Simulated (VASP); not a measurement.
**InP: the band gap, functional by functional**

Aim: the gap of InP on one structure at many levels of theory. The starting structure is a measured crystal structure from the Crystallography Open Database. Cell and atoms stay as given. Meshes and data sets differ where the inputs say so.

Main program and level: VASP 6.6.1; Kohn-Sham DFT with plane waves and PAW; 9 levels of theory, named at each step.

## Step 1: The structure

The structure is cubic, space group F-43m (No. 216). Conventional cell: a = 5.869 Å, b = 5.869 Å, c = 5.869 Å, α = 90.00°, β = 90.00°, γ = 90.00°. Nearest to In lie 4 P at 2.54 Å. Nearest to P lie 4 In at 2.54 Å. Farther neighbours are not listed.

## Step 2: Bands with LDA

LDA, the lowest rung, knows the local density alone.

Contents of INCAR:

```
SYSTEM = InP
PREC = Accurate
ENCUT = 350
EDIFF = 1E-06
NELM = 100
ISMEAR = 0
SIGMA = 0.03
LREAL = .FALSE.
ALGO = Normal
GGA = CA
NBANDS = 21
LORBIT = 11
LWAVE = .FALSE.
LCHARG = .FALSE.
KPAR = 4
```

Contents of POSCAR:

```
InP
1.0
    0.0000000000      2.9343500000      2.9343500000
    2.9343500000      0.0000000000      2.9343500000
    2.9343500000      2.9343500000      0.0000000000
In P
1 1
Direct
    0.0000000000      0.0000000000      0.0000000000
    0.7500000000      0.7500000000      0.7500000000
```

Contents of KPOINTS:

```
Automatic mesh
0
Gamma
6 6 6
0 0 0
```

Contents of KPOINTS_OPT:

```
Line mode
10
Line-mode
Reciprocal
  0.00000000   0.00000000   0.00000000 GAMMA
  0.50000000   0.00000000   0.50000000 X

  0.50000000   0.00000000   0.50000000 X
  0.50000000   0.25000000   0.75000000 W

  0.50000000   0.25000000   0.75000000 W
  0.37500000   0.37500000   0.75000000 K

  0.37500000   0.37500000   0.75000000 K
  0.00000000   0.00000000   0.00000000 GAMMA

  0.00000000   0.00000000   0.00000000 GAMMA
  0.50000000   0.50000000   0.50000000 L

  0.50000000   0.50000000   0.50000000 L
  0.62500000   0.25000000   0.62500000 U

  0.62500000   0.25000000   0.62500000 U
  0.50000000   0.25000000   0.75000000 W

  0.50000000   0.25000000   0.75000000 W
  0.50000000   0.50000000   0.50000000 L

  0.50000000   0.50000000   0.50000000 L
  0.37500000   0.37500000   0.75000000 K

  0.62500000   0.25000000   0.62500000 U
  0.50000000   0.00000000   0.50000000 X
```

Potentials, in the order of the species: In_d and P (LDA family, release 64).

Launch:

```
mpirun -np 4 vasp_std
```

The log of the run:

```text
[banner, memory and clock lines left out]
running    4 mpi-ranks, on    1 nodes
 distrk:  each k-point on    1 cores,    4 groups
 distr:  one band on    1 cores,    1 groups

 POSCAR found type information on POSCAR InP
 POSCAR found :  2 types and       2 ions
 LDA part: xc-table for (Slater(with rela. corr.)+CA(PZ))
 , standard interpolation
 POSCAR, INCAR and KPOINTS ok, starting setup
 FFT: planning ... GRIDC
 FFT: planning ... GRID_SOFT
 FFT: planning ... GRID
 WAVECAR not read
 entering main loop
       N       E                     dE             d eps       ncg     rms          rms(c)
DAV:   1     0.113856249162E+03    0.11386E+03   -0.60792E+03   687   0.718E+02
DAV:   2    -0.260845436237E+00   -0.11412E+03   -0.10604E+03   712   0.240E+02
DAV:   3    -0.983136377378E+01   -0.95705E+01   -0.94887E+01   827   0.668E+01
DAV:   4    -0.100805025955E+02   -0.24914E+00   -0.24892E+00   831   0.105E+01
DAV:   5    -0.100915093761E+02   -0.11007E-01   -0.11006E-01   984   0.210E+00    0.579E+00
DAV:   6    -0.970248054829E+01    0.38903E+00   -0.38553E-01  1059   0.945E+00    0.334E+00
DAV:   7    -0.965894756001E+01    0.43533E-01   -0.87167E-02   983   0.211E+00    0.121E+00
DAV:   8    -0.965347163826E+01    0.54759E-02   -0.11036E-02   889   0.884E-01    0.289E-01
DAV:   9    -0.965339162695E+01    0.80011E-04   -0.70360E-04   871   0.186E-01    0.158E-01
DAV:  10    -0.965341136831E+01   -0.19741E-04   -0.11367E-04   981   0.160E-01    0.733E-02
DAV:  11    -0.965341445611E+01   -0.30878E-05   -0.26687E-05   966   0.632E-02    0.243E-02
DAV:  12    -0.965341306497E+01    0.13911E-05   -0.22525E-06   809   0.105E-02    0.575E-03
DAV:  13    -0.965341310252E+01   -0.37558E-07   -0.36939E-07   441   0.343E-03
   1 F= -.96534131E+01 E0= -.96534131E+01  d E =-.268977E-15
 Start KPOINTS_OPT (optional k-point list driver)
k-point batch [1-16\100]
       N       E                     dE             ncg
DAV:   1     0.613454370849E+03   -0.50849E+04      703
DAV:   2    -0.123378919495E+04   -0.18472E+04      717
DAV:   3    -0.138733881440E+04   -0.15355E+03      812
DAV:   4    -0.139140811468E+04   -0.40693E+01      821
DAV:   5    -0.139161953308E+04   -0.21142E+00      961
DAV:   6    -0.139162283715E+04   -0.33041E-02      855
DAV:   7    -0.139162295791E+04   -0.12077E-03      980
DAV:   8    -0.139162295901E+04   -0.10935E-05      680
DAV:   9    -0.139162295907E+04   -0.66753E-07      524
[...]
k-point batch [97-100\100]
       N       E                     dE             ncg
DAV:   1     0.638019406272E+04   -0.19189E+04      173
DAV:   2     0.593049982947E+04   -0.44969E+03      189
DAV:   3     0.589578989172E+04   -0.34710E+02      227
DAV:   4     0.589495060448E+04   -0.83929E+00      188
DAV:   5     0.589490848565E+04   -0.42119E-01      256
DAV:   6     0.589490743713E+04   -0.10485E-02      191
DAV:   7     0.589490740841E+04   -0.28727E-04      264
DAV:   8     0.589490740815E+04   -0.25505E-06      166
```

It took 6.2 s on 4 MPI ranks of Intel Xeon 6975P-C (Granite Rapids), shared host; peak memory 0.54 GiB; 23 s of CPU time.

The logs omit lines about the potential files and the build; timing stands in the text.

From OUTCAR (step 2):

```text
ion  position               nearest neighbor table
   1  0.000  0.000  0.000-   2 2.54   2 2.54   2 2.54   2 2.54
   2  0.750  0.750  0.750-   1 2.54   1 2.54   1 2.54   1 2.54

  LATTYP: Found a face centered cubic cell.
 ALAT       =     5.8687000000

 Subroutine GETGRP returns: Found 24 space group operations
 (whereof 24 operations were pure point group operations)

The static configuration has the point symmetry T_d .

 Found     16 irreducible k-points:

   k-points           NKPTS =     16   k-points in BZ     NKDIM =     16   number of bands    NBANDS=     21

   dimension x,y,z NGX =    28 NGY =   28 NGZ =   28
   dimension x,y,z NGXF=    56 NGYF=   56 NGZF=   56

   ENCUT  =  350.0 eV  25.72 Ry    5.07 a.u.   6.33  6.33  6.33*2*pi/ulx,y,z

   NELECT =      18.0000    total number of electrons

 k-points in reciprocal lattice and weights: Automatic mesh
   0.00000000  0.00000000  0.00000000       0.005
   0.16666667  0.00000000  0.00000000       0.037
   0.33333333  0.00000000  0.00000000       0.037
   0.50000000  0.00000000  0.00000000       0.019
   0.16666667  0.16666667  0.00000000       0.028
   0.33333333  0.16666667  0.00000000       0.111
   0.50000000  0.16666667  0.00000000       0.111
  -0.33333333  0.16666667  0.00000000       0.111
  -0.16666667  0.16666667  0.00000000       0.056
[...]
-0.33333333  0.33333333  0.16666667       0.111
  -0.33333333  0.50000000  0.16666667       0.056

 average (electrostatic) potential at core
       1 -95.2659       2 -84.0389

 E-fermi :   5.1304

 k-point     1 :       0.0000    0.0000    0.0000
  band No.  band energies     occupation
    ...
      5      -9.0551      2.00000
      6      -6.5470      2.00000
      7       4.9731      2.00000
      8       4.9731      2.00000
      9       4.9731      2.00000
     10       5.4581      0.00000
     11       8.9309      0.00000
     12       8.9309      0.00000
     13       8.9309      0.00000
     14      13.2310      0.00000
    ...

 k-point     2 :       0.1667    0.0000    0.0000
  band No.  band energies     occupation
    ...
      5      -9.0548      2.00000
      6      -6.2330      2.00000
      7       2.7225      2.00000
      8       4.6621      2.00000
      9       4.6621      2.00000
     10       6.5967      0.00000
     11       9.3159      0.00000
     12       9.3750      0.00000
     13       9.3750      0.00000
     14      13.5322      0.00000
    ...

 k-point     3 :       0.3333    0.0000    0.0000
  band No.  band energies     occupation
    ...
      5      -9.0485      2.00000
      6      -5.4187      2.00000
      7       0.3361      2.00000
      8       4.1839      2.00000
      9       4.1839      2.00000
     10       6.4406      0.00000
     11       9.7244      0.00000
     12       9.7244      0.00000
     13      11.0558      0.00000
     14      13.6065      0.00000
    ...

  Total       -0.5317777     -0.5317777     -0.5317777     -0.0000000     -0.0000000     -0.0000000
  in kB      -16.8606739    -16.8606739    -16.8606739     -0.0000000     -0.0000000     -0.0000000
  external PRESSURE =     -16.8606739 kB  Pullay stress =       0.0000000 kB

  energy-cutoff  :      350.00
  volume of cell :       50.53
      direct lattice vectors                 reciprocal lattice vectors
     0.000000000  2.934350000  2.934350000    -0.170395488  0.170395488  0.170395488
     2.934350000  0.000000000  2.934350000     0.170395488 -0.170395488  0.170395488
     2.934350000  2.934350000  0.000000000     0.170395488  0.170395488 -0.170395488

 POSITION                                       TOTAL-FORCE (eV/Angst)
 -----------------------------------------------------------------------------------
      0.00000      0.00000      0.00000        -0.000000     -0.000000     -0.000000
      4.40152      4.40152      4.40152         0.000000      0.000000      0.000000
 -----------------------------------------------------------------------------------
    total drift:                               -0.000000     -0.000000      0.000000

  FREE ENERGIE OF THE ION-ELECTRON SYSTEM (eV)
  ---------------------------------------------------
  free  energy   TOTEN  =        -9.6534131025 eV

  energy  without entropy=       -9.6534131025  energy(sigma->0) =       -9.65341310

 total charge
# of ion       s       p       d       tot
------------------------------------------
    1        0.843   0.781   9.894  11.518
    2        1.034   1.484   0.000   2.517
--------------------------------------------------
tot          1.877   2.264   9.894  14.035

[... 3 further parts left out ...]
```

Spin-orbit coupling is off here; with elements this heavy it can split and shift levels by tenths of an eV.

LDA gives a direct gap of 0.485 eV.

## Step 3: Bands with PBE

PBE, the usual starting point, adds the gradient of the density.

Changes to INCAR since step 2:

```diff
@@ -9,3 +9,3 @@
 ALGO = Normal
-GGA = CA
+GGA = PE
 NBANDS = 21
```

POSCAR is that of step 2.

KPOINTS is that of step 2.

KPOINTS_OPT is that of step 2.

Potentials, in the order of the species: In_d and P (PBE family, release 64).

Launch:

```
mpirun -np 4 vasp_std
```

The log of the run:

```text
[banner, memory and clock lines left out]
running    4 mpi-ranks, on    1 nodes
[...]
LDA part: xc-table for (Slater+PW92), standard interpolation
 POSCAR, INCAR and KPOINTS ok, starting setup
[...]
entering main loop
       N       E                     dE             d eps       ncg     rms          rms(c)
DAV:   1     0.114776099900E+03    0.11478E+03   -0.60871E+03   687   0.717E+02
DAV:   2     0.846360813148E+00   -0.11393E+03   -0.10590E+03   712   0.239E+02
DAV:   3    -0.854738340893E+01   -0.93937E+01   -0.93157E+01   835   0.661E+01
DAV:   4    -0.878546191459E+01   -0.23808E+00   -0.23786E+00   818   0.103E+01
[...]
DAV:  10    -0.837124578396E+01   -0.16381E-03   -0.17900E-04   864   0.172E-01    0.670E-02
DAV:  11    -0.837132855235E+01   -0.82768E-04   -0.11123E-04   717   0.773E-02    0.266E-02
DAV:  12    -0.837132772301E+01    0.82934E-06   -0.47618E-06   811   0.151E-02
   1 F= -.83713277E+01 E0= -.83713277E+01  d E =-.337743E-25
 Start KPOINTS_OPT (optional k-point list driver)
k-point batch [1-16\100]
       N       E                     dE             ncg
DAV:   1     0.666361100991E+03   -0.50320E+04      703
DAV:   2    -0.117854838349E+04   -0.18449E+04      712
DAV:   3    -0.133043300134E+04   -0.15188E+03      804
DAV:   4    -0.133447113653E+04   -0.40381E+01      826
DAV:   5    -0.133468177757E+04   -0.21064E+00      961
DAV:   6    -0.133468542317E+04   -0.36456E-02      861
DAV:   7    -0.133468551932E+04   -0.96142E-04      977
DAV:   8    -0.133468552021E+04   -0.89378E-06      695
[...]
k-point batch [97-100\100]
       N       E                     dE             ncg
DAV:   1     0.639381657502E+04   -0.19053E+04      173
DAV:   2     0.594472725010E+04   -0.44909E+03      189
DAV:   3     0.591017062604E+04   -0.34557E+02      227
DAV:   4     0.590934095509E+04   -0.82967E+00      193
DAV:   5     0.590929862078E+04   -0.42334E-01      240
DAV:   6     0.590929753215E+04   -0.10886E-02      207
DAV:   7     0.590929750445E+04   -0.27697E-04      248
DAV:   8     0.590929750416E+04   -0.29597E-06      190
```

Wall time 6.4 s (4 MPI ranks); peak memory 0.6 GiB.

From OUTCAR (step 3):

```text
  Total        0.8708183      0.8708183      0.8708183      0.0000000      0.0000000     -0.0000000
  in kB       27.6103808     27.6103808     27.6103808      0.0000000      0.0000000     -0.0000000
  external PRESSURE =      27.6103808 kB  Pullay stress =       0.0000000 kB

 POSITION                                       TOTAL-FORCE (eV/Angst)
 -----------------------------------------------------------------------------------
      0.00000      0.00000      0.00000        -0.000000     -0.000000     -0.000000
      4.40152      4.40152      4.40152         0.000000      0.000000      0.000000
 -----------------------------------------------------------------------------------
    total drift:                               -0.000000     -0.000000     -0.000000

  FREE ENERGIE OF THE ION-ELECTRON SYSTEM (eV)
  ---------------------------------------------------
  free  energy   TOTEN  =        -8.3713277230 eV

  energy  without entropy=       -8.3713277230  energy(sigma->0) =       -8.37132772

[... 2 parts as in an earlier step ...]

[... 1 further part left out ...]
[key lines of the parts left out:]
E-fermi :   5.3658
```

PBE gives a direct gap of 0.686 eV. The least gap is +0.201 eV from that of LDA.

## Step 4: Bands with r2SCAN

r2SCAN adds the kinetic-energy density, costs more than a GGA and is run with LASPH.

Changes to INCAR since step 3:

```diff
@@ -9,3 +9,4 @@
 ALGO = Normal
-GGA = PE
+METAGGA = R2SCAN
+LASPH = .TRUE.
 NBANDS = 21
```

POSCAR is that of step 3.

KPOINTS is that of step 3.

KPOINTS_OPT is that of step 3.

Launch:

```
mpirun -np 4 vasp_std
```

The log of the run:

```text
[banner, memory and clock lines left out]
running    4 mpi-ranks, on    1 nodes
[...]
|                                                                             |
|               ----> ADVICE to this user running VASP <----                  |
|                                                                             |
|     You enforced a specific xc type in the INCAR file but a different       |
|     [... a line on the potential file left out ...]
|     I HOPE YOU KNOW WHAT YOU ARE DOING!                                     |
|                                                                             |

 LDA part: xc-table for (None), standard interpolation
 POSCAR, INCAR and KPOINTS ok, starting setup
[...]
entering main loop
       N       E                     dE             d eps       ncg     rms          rms(c)
DAV:   1     0.900299105734E+02    0.90030E+02   -0.61929E+03   677   0.732E+02
DAV:   2    -0.261846366114E+02   -0.11621E+03   -0.10868E+03   710   0.243E+02
[...]
DAV:  13    -0.322812872366E+02   -0.38239E-06   -0.15901E-06   776   0.868E-03
   1 F= -.32281287E+02 E0= -.32281287E+02  d E =-.142139E-16
 Start KPOINTS_OPT (optional k-point list driver)
k-point batch [1-16\100]
       N       E                     dE             ncg
DAV:   1     0.580086558424E+03   -0.51183E+04      703
DAV:   2    -0.131759574280E+04   -0.18977E+04      710
DAV:   3    -0.147446160965E+04   -0.15687E+03      799
DAV:   4    -0.147858129571E+04   -0.41197E+01      828
DAV:   5    -0.147882373180E+04   -0.24244E+00      957
DAV:   6    -0.147882949983E+04   -0.57680E-02      858
DAV:   7    -0.147882966659E+04   -0.16677E-03      997
DAV:   8    -0.147882966923E+04   -0.26355E-05      767
DAV:   9    -0.147882966935E+04   -0.12487E-06      511
[...]
k-point batch [97-100\100]
       N       E                     dE             ncg
DAV:   1     0.637201648780E+04   -0.19271E+04      173
DAV:   2     0.590976682614E+04   -0.46225E+03      189
DAV:   3     0.587351859614E+04   -0.36248E+02      227
DAV:   4     0.587265203111E+04   -0.86657E+00      198
DAV:   5     0.587260173417E+04   -0.50297E-01      272
DAV:   6     0.587260117727E+04   -0.55690E-03      188
DAV:   7     0.587260115337E+04   -0.23895E-04      280
DAV:   8     0.587260115321E+04   -0.16693E-06      156
```

Elapsed: 25 s, on 4 MPI ranks; peak memory 0.62 GiB.

OUTCAR, selected parts (step 4):

```text
  Total        0.3426620      0.3426620      0.3426620     -0.0000000     -0.0000000      0.0000000
  in kB       10.8645253     10.8645253     10.8645253     -0.0000000     -0.0000000      0.0000000
  external PRESSURE =      10.8645253 kB  Pullay stress =       0.0000000 kB

 POSITION                                       TOTAL-FORCE (eV/Angst)
 -----------------------------------------------------------------------------------
      0.00000      0.00000      0.00000        -0.000000     -0.000000     -0.000000
      4.40152      4.40152      4.40152         0.000000      0.000000      0.000000
 -----------------------------------------------------------------------------------
    total drift:                               -0.000001     -0.000001     -0.000001

  FREE ENERGIE OF THE ION-ELECTRON SYSTEM (eV)
  ---------------------------------------------------
  free  energy   TOTEN  =       -32.2812872366 eV

  energy  without entropy=      -32.2812872366  energy(sigma->0) =      -32.28128724

[... 2 parts as in an earlier step ...]

[... 1 further part left out ...]
[key lines of the parts left out:]
E-fermi :   5.1393
```

r2SCAN gives a direct gap of 1.143 eV. The least gap is +0.659 eV from that of LDA.

## Step 5: Bands with TB-mBJ

TB-mBJ is a local potential fitted to gaps: it costs far less than a hybrid but gives no energy. Its energies, forces and stress mean nothing.

Changes to INCAR since step 4:

```diff
@@ -4,3 +4,3 @@
 EDIFF = 1E-06
-NELM = 100
+NELM = 150
 ISMEAR = 0
@@ -9,3 +9,3 @@
 ALGO = Normal
-METAGGA = R2SCAN
+METAGGA = MBJ
 LASPH = .TRUE.
```

POSCAR is that of step 4.

KPOINTS is that of step 4.

KPOINTS_OPT is that of step 4.

Launch:

```
mpirun -np 4 vasp_std
```

The log of the run:

```text
[banner, memory and clock lines left out]
running    4 mpi-ranks, on    1 nodes
[...]
[... a notice as in an earlier step ...]

 LDA part: xc-table for (None), standard interpolation
 POSCAR, INCAR and KPOINTS ok, starting setup
[...]
entering main loop
       N       E                     dE             d eps       ncg     rms          rms(c)
DAV:   1     0.426933677087E+03    0.42693E+03   -0.59302E+03   677   0.704E+02
DAV:   2     0.315595459356E+03   -0.11134E+03   -0.10399E+03   692   0.231E+02
DAV:   3     0.306877586099E+03   -0.87179E+01   -0.86399E+01   830   0.641E+01
DAV:   4     0.306673600731E+03   -0.20399E+00   -0.20378E+00   847   0.939E+00
[...]
DAV:  49     0.308568933149E+03   -0.23204E-05   -0.11376E-11   381   0.234E-05    0.234E-05
DAV:  50     0.308568928171E+03   -0.49785E-05   -0.54414E-12   381   0.194E-05    0.542E-06
DAV:  51     0.308568927473E+03   -0.69805E-06   -0.79425E-12   381   0.193E-05
   1 F= 0.30856893E+03 E0= 0.30856893E+03  d E =-.180679E-16
 Start KPOINTS_OPT (optional k-point list driver)
k-point batch [1-16\100]
       N       E                     dE             ncg
DAV:   1     0.604219589606E+03   -0.50941E+04      703
DAV:   2    -0.122725676760E+04   -0.18315E+04      702
DAV:   3    -0.137984602624E+04   -0.15259E+03      824
DAV:   4    -0.138345233433E+04   -0.36063E+01      857
DAV:   5    -0.138358921999E+04   -0.13689E+00     1043
DAV:   6    -0.138359173019E+04   -0.25102E-02      863
DAV:   7    -0.138359184121E+04   -0.11102E-03     1072
DAV:   8    -0.138359184207E+04   -0.85507E-06      730
[...]
k-point batch [97-100\100]
       N       E                     dE             ncg
DAV:   1     0.638486663251E+04   -0.19143E+04      173
DAV:   2     0.593675489446E+04   -0.44811E+03      181
DAV:   3     0.589870001502E+04   -0.38055E+02      227
DAV:   4     0.589781445394E+04   -0.88556E+00      214
DAV:   5     0.589777769798E+04   -0.36756E-01      291
DAV:   6     0.589777739454E+04   -0.30343E-03      214
DAV:   7     0.589777738446E+04   -0.10086E-04      254
DAV:   8     0.589777738438E+04   -0.76056E-07      190
```

Wall time 24 s (4 MPI ranks); peak memory 0.6 GiB; 93 s of CPU time.

Parts of OUTCAR (step 5):

```text
  Total      -70.8108787    -70.8108787    -70.8108787      0.0000000      0.0000000      0.0000000
  in kB    -2245.1472439  -2245.1472439  -2245.1472439      0.0000000      0.0000000      0.0000000
  external PRESSURE =   -2245.1472439 kB  Pullay stress =       0.0000000 kB

 POSITION                                       TOTAL-FORCE (eV/Angst)
 -----------------------------------------------------------------------------------
      0.00000      0.00000      0.00000        -0.000000     -0.000000     -0.000000
      4.40152      4.40152      4.40152         0.000000      0.000000      0.000000
 -----------------------------------------------------------------------------------
    total drift:                               -0.000136     -0.000136     -0.000136

  FREE ENERGIE OF THE ION-ELECTRON SYSTEM (eV)
  ---------------------------------------------------
  free  energy   TOTEN  =       308.5689274728 eV

  energy  without entropy=      308.5689274728  energy(sigma->0) =      308.56892747

[... 2 parts as in an earlier step ...]

[... 1 further part left out ...]
[key lines of the parts left out:]
E-fermi :   5.2173
```

TB-mBJ gives a direct gap of 1.652 eV. The least gap is +1.167 eV from that of LDA.

(Part 1 of 3 ends here.)

[Lines on the potential files, build, host, timing and source positions are cut from VASP's logs without a mark.]

[Logs are printed without paths, hosts, clocks, repeated set-up lines and the standing remarks that a program may print on its own settings, such as how far it seeks lower states.]

[Hosts, paths, dates, database ids (printed as entryN), source tags and the programs' standing remarks are cut or masked in the printed files.]
